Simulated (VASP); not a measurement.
A run of VASP 6.6.1:

INCAR

```
PREC = Accurate
ENCUT = 520
EDIFF = 1E-7
ISMEAR = 0
SIGMA = 0.1
LREAL = False
LASPH = True
NELM = 100
ALGO = Fast
ISIF = 2
LWAVE = False
LCHARG = True
GGA = PS
LELF = True
LVHAR = True
NBANDS = 28
```

File KPOINTS:

```
Automatic mesh
0
Gamma
  10 10 10
```

File POSCAR:

```
CaAs2Pd2
1.0
   -2.1548951894      2.1548951894      5.1133625126
    2.1548951894     -2.1548951894      5.1133625126
    2.1548951894      2.1548951894     -5.1133625126
Ca As Pd
1 2 2
Direct
    0.0000000000      0.0000000000      0.0000000000
    0.3797473200      0.3797473200      0.0000000000
    0.6202526800      0.6202526800      0.0000000000
    0.7500000000      0.2500000000      0.5000000000
    0.2500000000      0.7500000000      0.5000000000
```

Potentials or basis: VASP PAW PBE potentials, release 64 (Ca_sv, As, Pd).

The run is started by

```console
$ cat potpaw_PBE.64/Ca_sv/POTCAR potpaw_PBE.64/As/POTCAR potpaw_PBE.64/Pd/POTCAR > POTCAR
$ mpirun -np 1 vasp_std > vasp.out
```

Hardware: 1 thread of AMD EPYC 9R45 (Zen 5), on a shared host.

**Question.** Estimate the wall time of this run.

**Answer.** It took 10 min on 1 thread of AMD EPYC 9R45 (Zen 5) (shared host), peak memory 0.49 GiB. Counts: scf iterations 21, k points 102.
